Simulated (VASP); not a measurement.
These are rev-vdW-DF2, VASP's PBE PAW potentials (set 64) (plane waves; VASP) values and carry that method's errors.

The input files of a VASP run:

**INCAR**
```
SYSTEM = Ti
PREC = Accurate; ENCUT = 520; LREAL = .FALSE.
LASPH = .TRUE.
EDIFF = 1E-6; NELM = 100; ALGO = Normal
LMAXMIX = 4
ISMEAR = 1; SIGMA = 0.1
GGA = MK; LUSE_VDW = .TRUE.; AGGAC = 0.0
PARAM1 = 0.1234568; PARAM2 = 0.7114; ZAB_VDW = -1.8867
IBRION = 2; NSW = 60; ISIF = 3
EDIFFG = -0.01
LWAVE = .FALSE.; LCHARG = .FALSE.
```

KPOINTS:
```
Automatic mesh
0
Gamma
13 13 7
0 0 0
```

POSCAR:
```
Ti
1.0
  1.4750000000  -2.5547750000   0.0000000000
  1.4750000000   2.5547750000   0.0000000000
  0.0000000000   0.0000000000   4.6800000000
Ti
2
Cartesian
  1.4750000000   0.8515933699   1.1700000000
  1.4750000000  -0.8515933698   3.5100000000
```

POTCAR, in this order: Ti_sv (PBE.64 set). Program: vasp_std.

Energy and stress use the plane-wave basis of the starting cell.

Q: Estimate the energy per atom (σ→0), volume per atom, band gap (on the k-mesh).

A: 
```
Property                                                    Result
------------------------  ----------------------------------------
energy per atom (σ→0)                               -5.293 eV/atom
band gap (on the k-mesh)  none (metal, semimetal or under 0.01 eV)
volume per atom                                     16.95 Å^3/atom
```

File OSZICAR:
```
...
DAV:   3    -0.105736431928E+02    0.14198E-01   -0.17931E-01  3720   0.291E+00    0.397E-01
DAV:   4    -0.105798953212E+02   -0.62521E-02   -0.34225E-02  3800   0.129E+00    0.178E-01
DAV:   5    -0.105855135804E+02   -0.56183E-02   -0.12792E-02  3440   0.736E-01    0.241E-01
DAV:   6    -0.105865642107E+02   -0.10506E-02   -0.31090E-03  3936   0.490E-01    0.745E-02
DAV:   7    -0.105868162189E+02   -0.25201E-03   -0.56064E-04  3488   0.180E-01    0.134E-02
DAV:   8    -0.105868442963E+02   -0.28077E-04   -0.76707E-05  4096   0.512E-02    0.649E-03
DAV:   9    -0.105868436322E+02    0.66403E-06   -0.27259E-06  2336   0.158E-02
   3 F= -.10586844E+02 E0= -.10586774E+02  d E =-.189559E-01
```

The compound is Ti in the hcp structure. This run relaxes it. Symmetry was kept, so distortions that lower it aren't found.
